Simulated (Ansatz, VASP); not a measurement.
# Cross-check of InSe between VASP and Ansatz

One calculation is typed for both programs; each brings its own data sets. How far apart do they land? The cell is taken from a series of runs on this material, whose earlier steps may have relaxed, scaled, displaced or heated it; both programs get it as it stands.

Program: Ansatz 0.2.0. Level of theory: plane waves, with VASP 6.6.1 beside it; single point at r2SCAN. Results are calculated unless marked as measured.

## (1) Set-up

Symmetry: R3m, No. 160, trigonal system. Conventional cell: a = 4.045 Å, b = 4.045 Å, c = 26.037 Å, α = 90.00°, β = 90.00°, γ = 120.00°. Nearest to In lie 3 Se at 2.65 Å and 1 In at 2.80 Å. Nearest to Se lie 3 In at 2.65 Å. Nearest to Se lie 3 In at 2.65 Å. Farther neighbours and most contacts between anions are not listed.

As a file:

```xyz
4
Lattice="2.0225 1.1677 8.6789 -2.0225 1.1677 8.6789 0.0000 -2.3354 8.6789" Properties=species:S:1:pos:R:3 pbc="T T T"
In    0.0000    0.0000    0.0614
In    0.0000    0.0000    2.8594
Se    0.0000    0.0000   16.1616
Se    0.0000    0.0000   21.4749
```

## (2) VASP: single point, r2SCAN

With cell and atoms fixed, the geometry can't cause a difference; cores, projectors, grids and the points listed under the comparison can.

Lines of VASP's logs that name or quote its potential files are left out, and so is its time.

Input file INCAR:

```
SYSTEM = InSe
PREC = Accurate
ENCUT = 550
EDIFF = 1E-06
NELM = 120
ISMEAR = -1
SIGMA = 0.02
LREAL = .FALSE.
ALGO = Normal
METAGGA = R2SCAN
LASPH = .TRUE.
NBANDS = 25
LORBIT = 11
LWAVE = .FALSE.
LCHARG = .FALSE.
ISIF = 2
GGA_COMPAT = .FALSE.
EFERMI = MIDGAP
LMIXTAU = .TRUE.
KPAR = 2
```

Input file POSCAR:

```
InSe
1.0
    2.0225402113      1.1677141354      8.6789002114
   -2.0225402113      1.1677141354      8.6789002114
    0.0000000000     -2.3354282708      8.6789002114
In Se
2 2
Direct
    0.0023583266      0.0023583266      0.0023583266
    0.1098225416      0.1098225416      0.1098225416
    0.6207247466      0.6207247466      0.6207247466
    0.8247943852      0.8247943852      0.8247943852
```

Input file KPOINTS:

```
Automatic mesh
0
Gamma
6 6 6
0 0 0
```

The projector-augmented-wave data sets are In_d and Se (PBE family, release 64).

Run with:

```sh
> mpirun -np 2 vasp_std
```

Numbers of over 12 decimals in the logs are rounded to 6 here.

The program printed:

```text
[banner, memory and clock lines left out]
running    2 mpi-ranks, on    1 nodes
 distrk:  each k-point on    1 cores,    2 groups
 distr:  one band on    1 cores,    1 groups

 POSCAR found type information on POSCAR InSe
 POSCAR found :  2 types and       4 ions
|                                                                             |
|               ----> ADVICE to this user running VASP <----                  |
|                                                                             |
|     You enforced a specific xc type in the INCAR file but a different       |
|     [... a line on the potential file left out ...]
|     I HOPE YOU KNOW WHAT YOU ARE DOING!                                     |
|                                                                             |

 LDA part: xc-table for (None), standard interpolation
 POSCAR, INCAR and KPOINTS ok, starting setup
 FFT: planning ... GRIDC
 FFT: planning ... GRID_SOFT
 FFT: planning ... GRID
 WAVECAR not read
 entering main loop
       N       E                     dE             d eps       ncg     rms          rms(c)
DAV:   1     0.277616698689E+03    0.27762E+03   -0.18403E+04  1600   0.175E+03
DAV:   2    -0.436005260342E+02   -0.32122E+03   -0.31455E+03  1633   0.413E+02
DAV:   3    -0.821956812515E+02   -0.38595E+02   -0.37899E+02  2095   0.156E+02
DAV:   4    -0.837658089085E+02   -0.15701E+01   -0.15668E+01  1814   0.336E+01
DAV:   5    -0.838472311575E+02   -0.81422E-01   -0.81406E-01  2823   0.684E+00    0.844E+00
DAV:   6    -0.797761156029E+02    0.40711E+01   -0.35435E+00  2003   0.397E+01    0.478E+00
DAV:   7    -0.755061597619E+02    0.42700E+01   -0.11485E+00  1622   0.932E+00    0.177E+00
DAV:   8    -0.763467119813E+02   -0.84055E+00   -0.12653E+00  1636   0.908E+00    0.172E+00
DAV:   9    -0.763875719421E+02   -0.40860E-01   -0.10877E-01  1781   0.246E+00    0.782E-01
DAV:  10    -0.764546247282E+02   -0.67053E-01   -0.59178E-02  1678   0.278E+00    0.449E-01
DAV:  11    -0.764578767145E+02   -0.32520E-02   -0.11793E-02  1698   0.843E-01    0.399E-01
DAV:  12    -0.764627642465E+02   -0.48875E-02   -0.11472E-03  1942   0.289E-01    0.421E-01
DAV:  13    -0.764659506294E+02   -0.31864E-02   -0.28841E-03  1634   0.581E-01    0.249E-01
DAV:  14    -0.764766018859E+02   -0.10651E-01   -0.71966E-03  1779   0.903E-01    0.624E-02
DAV:  15    -0.764775817609E+02   -0.97988E-03   -0.59752E-04  1704   0.162E-01    0.883E-02
DAV:  16    -0.764775891327E+02   -0.73718E-05   -0.19372E-05  2221   0.287E-02    0.116E-01
DAV:  17    -0.764774261347E+02    0.16300E-03   -0.20346E-05  1646   0.347E-02    0.130E-01
DAV:  18    -0.764778866148E+02   -0.46048E-03   -0.80885E-04  1634   0.217E-01    0.107E-01
DAV:  19    -0.764780416288E+02   -0.15501E-03   -0.10992E-04  1636   0.993E-02    0.156E-01
DAV:  20    -0.764780338744E+02    0.77545E-05   -0.60154E-06  1584   0.166E-02    0.199E-01
DAV:  21    -0.764780345954E+02   -0.72100E-06   -0.31599E-07  1000   0.578E-03
   1 F= -.76478035E+02 E0= -.76478035E+02  d E =-.134447E-11
```

From OUTCAR (step 2):

```text
ion  position               nearest neighbor table
   1  0.002  0.002  0.002-   3 2.65   3 2.65   3 2.65   2 2.80
   2  0.110  0.110  0.110-   4 2.65   4 2.65   4 2.65   1 2.80
   3  0.621  0.621  0.621-   1 2.65   1 2.65   1 2.65
   4  0.825  0.825  0.825-   2 2.65   2 2.65   2 2.65

  LATTYP: Found a trigonal (rhomboedric) cell.
 ALAT       =     8.9876322849
 COS(alpha) =     0.8987176583

 Subroutine GETGRP returns: Found  6 space group operations
 (whereof  6 operations were pure point group operations)

The static configuration has the point symmetry C_3v.

 Found     32 irreducible k-points:

   k-points           NKPTS =     32   k-points in BZ     NKDIM =     32   number of bands    NBANDS=     25

   dimension x,y,z NGX =    70 NGY =   70 NGZ =   70
   dimension x,y,z NGXF=   140 NGYF=  140 NGZF=  140

   ENCUT  =  550.0 eV  40.42 Ry    6.36 a.u.  17.19 17.19 17.19*2*pi/ulx,y,z

   NELECT =      38.0000    total number of electrons

 k-points in reciprocal lattice and weights: Automatic mesh
   0.00000000  0.00000000  0.00000000       0.005
   0.16666667  0.00000000 -0.00000000       0.028
   0.33333333  0.00000000  0.00000000       0.028
   0.50000000  0.00000000 -0.00000000       0.014
   0.16666667  0.16666667 -0.00000000       0.028
   0.33333333  0.16666667 -0.00000000       0.056
   0.50000000  0.16666667 -0.00000000       0.056
  -0.33333333  0.16666667  0.00000000       0.056
  -0.16666667  0.16666667  0.00000000       0.028
[...]
-0.33333333  0.50000000  0.33333333       0.028
   0.50000000  0.50000000  0.50000000       0.005

 average (electrostatic) potential at core
       1-103.2958       2-103.2957       3 -58.9503       4 -58.9513

 E-fermi :   3.7575

 k-point     1 :       0.0000    0.0000    0.0000
  band No.  band energies     occupation
    ...
     15       2.0487      2.00000
     16       2.0487      2.00000
     17       2.0655      2.00000
     18       2.0655      2.00000
     19       2.0731      2.00000
     20       5.1719      0.00000
     21       5.8624      0.00000
     22       7.9999      0.00000
     23       7.9999      0.00000
     24       9.3001      0.00000
    ...

 k-point     2 :       0.1667    0.0000   -0.0000
  band No.  band energies     occupation
    ...
     15       0.7019      2.00000
     16       1.4362      2.00000
     17       1.7343      2.00000
     18       1.7899      2.00000
     19       2.4153      2.00000
     20       5.7550      0.00000
     21       6.4241      0.00000
     22       7.4097      0.00000
     23       8.2383      0.00000
     24       8.4285      0.00000
    ...

 k-point     3 :       0.3333    0.0000    0.0000
  band No.  band energies     occupation
    ...
     15      -0.3292      2.00000
     16       1.2043      2.00000
     17       1.2381      2.00000
     18       1.2837      2.00000
     19       2.2223      2.00000
     20       5.2538      0.00000
     21       5.7250      0.00000
     22       7.6284      0.00000
     23       7.9556      0.00000
     24       8.4062      0.00000
    ...

  Total       -0.0317367     -0.0317367     -0.0014614      0.0000000      0.0000000      0.0000000
  in kB       -0.4134497     -0.4134497     -0.0190388      0.0000000      0.0000000      0.0000000
  external PRESSURE =      -0.2819794 kB  Pullay stress =       0.0000000 kB

  energy-cutoff  :      550.00
  volume of cell :      122.98
      direct lattice vectors                 reciprocal lattice vectors
     2.022540211  1.167714135  8.678900211     0.247213874  0.142728996  0.038407324
    -2.022540211  1.167714135  8.678900211    -0.247213874  0.142728996  0.038407324
     0.000000000 -2.335428271  8.678900211     0.000000000 -0.285457993  0.038407324

 POSITION                                       TOTAL-FORCE (eV/Angst)
 -----------------------------------------------------------------------------------
      0.00000      0.00000      0.06140         0.000000      0.000000      0.003027
      0.00000      0.00000      2.85942         0.000000      0.000000     -0.002571
      0.00000      0.00000     16.16162         0.000000     -0.000000     -0.018668
      0.00000      0.00000     21.47492         0.000000      0.000000      0.018211
 -----------------------------------------------------------------------------------
    total drift:                               -0.000000      0.000000     -0.000764

  FREE ENERGIE OF THE ION-ELECTRON SYSTEM (eV)
  ---------------------------------------------------
  free  energy   TOTEN  =       -76.4780345954 eV

  energy  without entropy=      -76.4780345954  energy(sigma->0) =      -76.47803460

 total charge
# of ion       s       p       d       tot
------------------------------------------
    1        0.847   0.689   9.885  11.421
    2        0.847   0.690   9.885  11.422
    3        1.466   2.386   0.022   3.874
    4        1.466   2.386   0.022   3.874
--------------------------------------------------
tot          4.627   6.150  19.813  30.590

[... 3 further parts left out ...]
```

The run ends at a pressure of -0.03 GPa, with forces up to 0.019 eV/Å.

## (3) Ansatz: single point, r2SCAN

Ansatz runs on its default PAW (the set named soft_2) files.

The same cell, functional, mesh and smearing now go to Ansatz, which takes its cutoff from its data sets.

Input file input.yaml:

```yaml
crystal:
  lattice:
    - [2.0225402113, 1.1677141354, 8.6789002114]
    - [-2.0225402113, 1.1677141354, 8.6789002114]
    - [0.0, -2.3354282708, 8.6789002114]
  atoms:
    - { symbol: In, position: [0.0023583266, 0.0023583266, 0.0023583266] }
    - { symbol: In, position: [0.1098225416, 0.1098225416, 0.1098225416] }
    - { symbol: Se, position: [0.6207247466, 0.6207247466, 0.6207247466] }
    - { symbol: Se, position: [0.8247943852, 0.8247943852, 0.8247943852] }
kpoints:
  mp_grid: { grid: [6, 6, 6] }
  band_path:
    path:
      - [[0.0, 0.0, 0.0], [-0.5, -0.5, -0.5], [-0.5, -0.17951802, -0.82048198]]
      - [[-0.17951802, 0.17951802, -0.5], [0.0, 0.0, -0.5], [0.0, 0.0, 0.0], [0.0, 0.33975901, -0.33975901]]
      - [[-0.33975901, 0.0, -0.66024099], [-0.5, 0.0, -0.5], [0.0, 0.0, 0.0]]
    npoints: 10
hamiltonian:
  xc: r2scan
scf:
  occupations: { method: fermi_dirac, width: 0.02 }
  n_extra_bands: 5
output:
  eigenvalues: true
  forces: true
  stress: true
```

Run with:

```sh
> ansatz run input.yaml --threads 3 --pin off --max-ram 92160MiB --backend cuda --events-out ev --progress --plain --runs-dir out --devices 1 --max-vram 13GiB
```

The program printed:

```text
basis.fft_grid_basis auto: the FFT boxes are laid along the combinations [[1, 0, -1], [0, 1, -1], [0, 0, 1]] of the cell's own vectors, 4.045, 4.045 and 8.988 Å long. The dense box has 30×30×72 points. Along the cell's own vectors, as sized, it would have 72×72×72, 5.76 times as many. Of the 6 symmetry operations that the crystal satisfies within crystal.symmetry.tolerance (time reversal apart; of a slab, those that  [...]
scf.n_extra_bands = 5 over 29 filled bands (N_el = 58.0): the run solves 34 bands
GPUs: using 1 of 1 available (devices: 1).
Engine: ansatz 0.2.0, x86_64-unknown-linux-gnu
Pseudopotentials: kind: paw
Pseudopotential: In, paw, valence charge 13, recommended cutoff 500 eV (meta_gga), In.paw.azcp
Pseudopotential: Se, paw, valence charge 16, recommended cutoff 500 eV (meta_gga), Se.paw.azcp
Functional definition: r2SCAN
  parameter k0 = 0.174
  parameter k1 = 0.065
  parameter a1 = 4.9479
  exchange = r2scan_x(k0 = k0, k1 = k1, a1 = a1)
  correlation = r2scan_c
device memory: the entry about to start is reckoned to put 2.8 GiB on a device that reports 41.7 GiB free (of which the cap on the GPU budget leaves the run 13.0 GiB)
GPU FFT provider: cuFFT
GPU libraries: cuBLAS 13.8.2, cuFFT 12.4.0, cuSOLVER 12.3.4
Crystal: 4 atoms, lattice volume = 122.984 Å³
Basis set: ecut = 500 eV, 3181 PW (Γ), FFT grids on a1−a3, a2−a3, a3, exchange–correlation on 120×120×288 points (64 copies of the dense FFT grid, shifted against one another)
Bands: 34, of which v1, the nominal top of the filled ones, is band 29 counted from 1 (28 counted from 0)
Symmetry: 6 space group operations
Space group: R3m (ITA 160), of the structure as read, at distance tolerance 5.0e-5 Å
k-points: 32 of 216 (time reversal used)
Non-local potential: In, projectors of the file, l = 0: 2, l = 1: 2, l = 2: 2, l = 3: 2
Non-local potential: Se, projectors of the file, l = 0: 2, l = 1: 2, l = 2: 3, l = 3: 1
PAW form: soft (Blöchl's): semilocal exchange-correlation on the pseudo side does not see the compensation charge
PAW frozen core: In, regenerated for the run's functional (the file was generated under x = pbe(κ = 0.804, μ = 0.219515), c = pbe(β = 0.066725))
PAW frozen core: Se, regenerated for the run's functional (the file was generated under x = pbe(κ = 0.804, μ = 0.219515), c = pbe(β = 0.066725))
PAW one-centre angular grid: In, 590 points (default); XC on 289 of its mesh's 2783 points in the sphere
PAW one-centre angular grid: Se, 590 points (default); XC on 160 Gauss nodes
Initial density: superposition of atomic densities (neutral atoms: chi_scale 0, normalization atom), corrected by the library's trained network
Initial wavefunctions: pseudopotential atomic-orbital guess
GPU buffer pool allocated for 64800 grid points (all kernels)
GPU transforms: local potential and band sums: pruned to the plane-wave sphere, on 30×30×72
Functional: x = r2scan, c = r2scan; τ floored in thin density (d = 2e-4 eV/Å³)
SCF iter   1: F=—  HF=-22182.599823 eV  |F-HF|=—  |Δ(HF+E_count)|=         —  Δρ=5.72e-3  dr2=3.57e-2  dr2_τ=1.51e-2  ethr=1.77e-3  ⟨swp⟩=6.6  Hψ=4779  notcnv=0
preconditioner: auto → Resta (q_TF=auto, 2.407 Å⁻¹)  ε∞=3.1  [insulator: Δε(μ)=0.897 eV  Ē_g=14.237 eV  σ=0.020 eV  W_gap=1.00  n_scr=30 (ndim 8)  ℏωp=20.6 eV  f_vac=0.127  D(μ)=0.00/eV (n_scr^D=0)  ε∞_Penn≈3.1]
SCF iter   2: F=—  HF=-22182.611717 eV  |F-HF|=—  |Δ(HF+E_count)|=   1.19e-2  Δρ=2.51e-3  dr2=5.81e-3  dr2_τ=2.29e-4  ethr=6.16e-5  ⟨swp⟩=4.0  Hψ=2571  notcnv=0
SCF iter   3: F=—  HF=-22182.611865 eV  |F-HF|=—  |Δ(HF+E_count)|=   1.48e-4  Δρ=6.56e-4  dr2=5.61e-4  dr2_τ=1.90e-5  ethr=1.00e-5  ⟨swp⟩=2.0  Hψ=1819  notcnv=0
SCF iter   4: F=—  HF=-22182.612007 eV  |F-HF|=—  |Δ(HF+E_count)|=   1.42e-4  Δρ=1.88e-4  dr2=5.54e-5  dr2_τ=1.85e-6  ethr=9.68e-7  ⟨swp⟩=3.0  Hψ=2016  notcnv=0
SCF iter   5: F=—  HF=-22182.612082 eV  |F-HF|=—  |Δ(HF+E_count)|=   7.51e-5  Δρ=5.23e-5  dr2=5.31e-6  dr2_τ=1.15e-7  ethr=9.54e-8  ⟨swp⟩=3.0  Hψ=2016  notcnv=0
SCF iter   6: F=—  HF=-22182.612084 eV  |F-HF|=—  |Δ(HF+E_count)|=   2.19e-6  Δρ=1.59e-5  dr2=6.86e-7  dr2_τ=9.30e-9  ethr=9.16e-9  ⟨swp⟩=2.6  Hψ=1636  notcnv=0
SCF iter   7: F=-22182.612085 eV  HF=-22182.612084 eV  |F-HF|=2.92e-8  |Δ(HF+E_count)|=   2.34e-7  Δρ=5.06e-6  dr2=3.96e-8  dr2_τ=2.89e-9  ethr=1.72e-10  ⟨swp⟩=6.2  Hψ=4724  notcnv=0
SCF 1 converged in 7 iterations: F = -22182.612085 eV  dr2 = 3.96e-8
  greatest PAW one-centre occupation: 1.000 electrons in one spin orbital (limit 2), on the Se atom at site 3 (counted from 0), in its partial waves of l = 2
device memory: the entry about to start is reckoned to put 2.3 GiB on a device that reports 47.2 GiB free (of which the cap on the GPU budget leaves the run 13.0 GiB)
NSCF: frozen V_eff on 73 k-points
SCF converged after 7 iterations
Free energy (F): -22182.612085 eV
Harris-Foulkes:  -22182.612084 eV  (|F-HF|=2.92e-8)
Internal energy: -22182.612085 eV  (E = F + TS)
E sigma→0 (E₀):  -22182.612085 eV
Fermi energy:    6.781314 eV
--- Per-component energies (eV) ---
  E_band       = -989.371159
  E_kinetic    = 722.169778
  E_local      = -8167.281686  (includes V_loc(G=0)·N_el)
  E_nonlocal   = -454.814548
  E_hartree    = 3761.021053
  E_xc         = -597.479963
  E_vxc        = -423.551517  (∫ρ·V_xc dr)
  E_paw        = -12219.772222  (= ΣΔE_a)
  E_vpaw       = -213.165419  (= ΣTr[D̂ρ^β])
  E_aug_tail   = -0.000400  (compensation charges beyond the density's cutoff)
  E_vtau       = 25.232931  (kinetic-family band-sum trace: ∫τ·v_τ [+ j·A + Jᵃ·Aᵃ] dr)
  E_ewald      = -5224.855648
  E_core_change = -1.598449  (= ΣΔE_core)
  E_smearing   = -0.000000  (= −TS)
  E_closure    = -0.000000  (closes the sum)
  Σ components = -22182.612085   (vs F -22182.612085, Δ=0.00e0)
--- Forces (eV/Å), atoms counted from 1 ---
  atom   1  In     0.00000000     0.00000000     0.00036009
  atom   2  In     0.00000000     0.00000000    -0.00037937
  atom   3  Se     0.00000000    -0.00000000     0.00017206
  atom   4  Se     0.00000000    -0.00000000    -0.00016472
  max |Σ_I F_I| component: 1.19e-5 eV/Å
--- Stress (GPa, compression-positive) ---
        0.010593       0.000000       0.000000
        0.000000       0.010593      -0.000000
        0.000000      -0.000000       0.015644
  P = ⅓ Tr σ = 0.0123 GPa (0.123 kbar)
--- Band table (eV; the first three rows and the last of 32) ---
  k-point 0: bands = [... 25 lower, 5.0745, 5.0920, 5.0920, 5.0937, 8.2004, 8.8939, 11.0271, 11.0271, ... 1 higher]
  k-point 1: bands = [... 25 lower, 4.4605, 4.7606, 4.8165, 5.4356, 8.7797, 9.4535, 10.4379, 11.2637, ... 1 higher]
  k-point 2: bands = [... 25 lower, 4.2260, 4.2653, 4.3107, 5.2414, 8.2823, 8.7487, 10.6567, 10.9844, ... 1 higher]
  k-point 31: bands = [... 25 lower, 4.9974, 5.1732, 5.1732, 6.3252, 7.2375, 8.9280, 10.9747, 10.9747, ... 1 higher]
```

## (4) Side by side

Known differences besides the potentials themselves: VASP keeps PBE cores, Ansatz makes them for the functional; the data sets hold 58 valence electrons in Ansatz (on its default PAW (the set named soft_2) files) and 38 in VASP; the cutoff is 500 eV in Ansatz and 550 eV in VASP. Total energies have different zeros and are not compared.

Both answers:

| quantity | Ansatz | VASP | difference |
| --- | --- | --- | --- |
| pressure (GPa) | 0.01 | -0.03 | +0.04 |
| gap on the k mesh (eV) | 0.912 | 0.904 | +0.008 |

At this near-relaxed geometry the largest component of a force difference is 19 meV/Å. A gap on the mesh is an upper bound, since the band edges may lie between its points. VASP's last cycles still show a density residual of 2e-02, so its state may not be settled.

## (5) Summary of results

| Quantity | Value |
| --- | --- |
| difference in gap on the k mesh (single point, r2SCAN) | 0.0085 eV |
| r.m.s. force difference (single point, r2SCAN) | 7.7 meV/Å |

In words: The r.m.s. force difference is 7.7 meV/Å (single point, r2SCAN), within the 12 meV/Å picked in this series as the mark of a large difference. The data sets hold unlike numbers of valence electrons (58 in Ansatz and 38 in VASP), so part of the differences comes from the potentials. How closely two codes agree says nothing of how well the functional describes the real material.

[Lines on the potential files, build, host, timing and source positions are cut from VASP's logs without a mark.]

[Logs are printed without paths, hosts, clocks, repeated set-up lines and the standing remarks that a program may print on its own settings, such as how far it seeks lower states.]

[Hosts, paths, dates, database ids (printed as entryN), source tags and the programs' standing remarks are cut or masked in the printed files.]
